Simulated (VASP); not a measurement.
**CaSe (relaxed from the CsCl type structure, space group Pm-3m): computed properties**

Method: PBE GGA, VASP's PBE PAW potentials (set 64) (plane waves; VASP).

For CaSe, the space group is Pm-3m (221), the cell is a = 3.655 Å, b = 3.655 Å, c = 3.655 Å, α = 90.00°, β = 90.00°, γ = 90.00° and the volume per atom is 24.41 Å^3/atom. The band gap (over mesh and band path) is 0.79 eV, the smallest direct gap (over mesh and band path) is 0.79 eV and the band-edge character is direct, M to M. The density comes out as 4.05 g/cm³.

```xyz
2
Lattice="3.6548 0.0000 0.0000 0.0000 3.6548 0.0000 0.0000 0.0000 3.6548" Properties=species:S:1:pos:R:3 pbc="T T T"
Ca     0.0000     0.0000     0.0000
Se     1.8274     1.8274     1.8274
```

The structure was generated: CaSe was put into the CsCl type type (Pm-3m), which need not be its known phase. It was relaxed first, which changed the volume by -14 %. Symmetry was kept, so distortions that lower it aren't found.
